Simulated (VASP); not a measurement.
Level of theory: LDA (Ceperley-Alder, Perdew-Zunger), VASP's LDA PAW potentials (set 64) (plane waves; VASP).

Input for VASP

**KPOINTS**
```
k-points along high-symmetry lines
15
Line-mode
Reciprocal
  0.000000   0.000000   0.000000 ! GAMMA
  0.500000   0.000000   0.500000 ! X

  0.500000   0.000000   0.500000 ! X
  0.625000   0.250000   0.625000 ! U

  0.375000   0.375000   0.750000 ! K
  0.000000   0.000000   0.000000 ! GAMMA

  0.000000   0.000000   0.000000 ! GAMMA
  0.500000   0.500000   0.500000 ! L

  0.500000   0.500000   0.500000 ! L
  0.500000   0.250000   0.750000 ! W

  0.500000   0.250000   0.750000 ! W
  0.500000   0.000000   0.500000 ! X
```

### POSCAR
```
PbSe
6.0429420
  0.0000000000   0.4999999937   0.4999999937
  0.4999999937   0.0000000000   0.4999999937
  0.4999999937   0.4999999937   0.0000000000
Pb Se
1 1
Cart
  0.0000000000   0.0000000000   0.0000000000
  0.4999999937   0.4999999937   0.4999999937
```

INCAR:
```
# general
SYSTEM  = PbSe
PREC    = Accurate
ENCUT   = 400
LREAL   = .FALSE.
LASPH   = .TRUE.
ICHARG  = 11

# electronic loop
EDIFF   = 1E-7
NELM    = 100
ALGO    = Normal
LMAXMIX = 4

# smearing
ISMEAR  = 0
SIGMA   = 0.05

# output
LWAVE   = .FALSE.
LCHARG  = .FALSE.
LORBIT  = 11
```

POTCAR, in this order: Pb_d Se (LDA.64 set). Program: vasp_std. Read from the step before: CHGCAR.

What VASP printed:

### OUTCAR
```
 ion  position               nearest neighbor table
   1  0.000  0.000  0.000-   2 3.02   2 3.02   2 3.02   2 3.02   2 3.02   2 3.02
   2  0.500  0.500  0.500-   1 3.02   1 3.02   1 3.02   1 3.02   1 3.02   1 3.02
  LATTYP: Found a face centered cubic cell.
 ALAT       =     6.0429419236
 Subroutine PRICEL returns:
 Original cell was already a primitive cell.
 Subroutine GETGRP returns: Found 48 space group operations
The static configuration has the point symmetry O_h .
The dynamic configuration has the point symmetry O_h .
 Subroutine INISYM returns: Found 48 space group operations
   k-points           NKPTS =     90   k-points in BZ     NKDIM =     90   number of bands    NBANDS=     14
   number of dos      NEDOS =    301   number of ions     NIONS =      2
   total plane-waves  NPLWV =  21952
   dimension x,y,z NGX =    28 NGY =   28 NGZ =   28
   dimension x,y,z NGXF=    56 NGYF=   56 NGZF=   56
   ions per type =               1   1
   PREC   = accura    normal or accurate (medium, high low for compatibility)
   ISTART =      0    job   : 0-new  1-cont  2-samecut
   ICHARG =     11    charge: 1-file 2-atom 10-const
   ISPIN  =      1    spin polarized calculation?
   LNONCOLLINEAR =      F non collinear calculations
   LSORBIT =      F    spin-orbit coupling
   INIWAV =      1    electr: 0-lowe 1-rand  2-diag
   ENCUT  =  400.0 eV  29.40 Ry    5.42 a.u.   6.97  6.97  6.97*2*pi/ulx,y,z
   NELM   =    100;   NELMIN=  2; NELMDL= -5     # of ELM steps
   EDIFF  = 0.1E-06   stopping-criterion for ELM
   LREAL  =      F    real-space projection
   NLSPLINE    = F    spline interpolate recip. space projectors
   LMAXMIX     =    4 max onsite mixed and CHGCAR
   VOSKOWN=      0    Vosko Wilk Nusair interpolation
   EDIFFG = 0.1E-05   stopping-criterion for IOM
   NSW    =      0    number of steps for IOM
   NBLOCK =      1;   KBLOCK =      1    inner block; outer block
   IBRION =     -1    ionic relax: 0-MD 1-quasi-New 2-CG
   NFREE  =      0    steps in history (QN), initial steepest desc. (CG)
   ISIF   =      2    stress and relaxation
   ISYM   =      2    0-nonsym 1-usesym 2-fastsym
   TEIN   =    0.0    initial temperature
   TEBEG  =    0.0;   TEEND  =   0.0 temperature during run
...
```

**OSZICAR**
```
       N       E                     dE             d eps       ncg     rms          rms(c)
DAV:   1     0.145303884582E+03    0.14530E+03   -0.84598E+03  2528   0.121E+03
DAV:   2     0.969236619177E+00   -0.14433E+03   -0.14141E+03  2694   0.326E+02
DAV:   3    -0.980646156024E+01   -0.10776E+02   -0.10524E+02  3392   0.960E+01
DAV:   4    -0.100414692052E+02   -0.23501E+00   -0.23386E+00  2810   0.169E+01
DAV:   5    -0.100486523930E+02   -0.71832E-02   -0.71831E-02  3434   0.280E+00
DAV:   6    -0.100490408552E+02   -0.38846E-03   -0.38846E-03  3402   0.562E-01
DAV:   7    -0.100490434371E+02   -0.25819E-05   -0.25825E-05  3526   0.451E-02
DAV:   8    -0.100490434904E+02   -0.53282E-07   -0.52784E-07  3030   0.674E-03
   1 F= -.10049043E+02 E0= -.10048466E+02  d E =-.115558E-02
```

### OUTCAR
```
 val. band max:        5.4405273767   @ k =   0.5000   0.5000   0.5000

 cond. band min:       5.4697654135   @ k =   0.5000   0.5000   0.5000



 k-point     1 :       0.0000    0.0000    0.0000
  band No.  band energies     occupation
      1     -11.4493      2.00000
      2     -11.4493      2.00000
      3     -11.4451      2.00000
      4     -11.4451      2.00000
      5     -11.4451      2.00000
      6      -8.5477      2.00000
      7      -0.9163      2.00000
      8       3.3566      2.00000
      9       3.3566      2.00000
     10       3.3566      2.00000
     11      10.0895      0.00000
     12      10.0895      0.00000
     13      10.0895      0.00000
     14      11.7966      0.00000

 k-point     2 :       0.0357    0.0000    0.0357
  band No.  band energies     occupation
      1     -11.4502      2.00000
      2     -11.4490      2.00000
      3     -11.4454      2.00000
      4     -11.4445      2.00000
      5     -11.4445      2.00000
      6      -8.5336      2.00000
      7      -0.9688      2.00000
      8       3.3357      2.00000
      9       3.3357      2.00000
     10       3.4460      2.00000
     11       9.7971      0.00000
     12      10.0590      0.00000
     13      10.0590      0.00000
     14      11.6498      0.00000

 k-point     3 :       0.0714    0.0000    0.0714
  band No.  band energies     occupation
      1     -11.4531      2.00000
      2     -11.4482      2.00000
      3     -11.4462      2.00000
      4     -11.4426      2.00000
      5     -11.4426      2.00000
      6      -8.4912      2.00000
      7      -1.1111      2.00000
      8       3.2745      2.00000
      9       3.2745      2.00000
     10       3.6929      2.00000
     11       9.1183      0.00000
     12       9.9935      0.00000
     13       9.9935      0.00000
     14      11.3290      0.00000

 k-point     4 :       0.1071    0.0000    0.1071
  band No.  band energies     occupation
      1     -11.4583      2.00000
...
```

The density is held fixed in this step, so its total energy and stress have no physical meaning. Unless said otherwise, spin-orbit coupling is left out, though it shifts the bands of the heavy elements here.

The compound is PbSe in the rock salt structure. It was relaxed first.
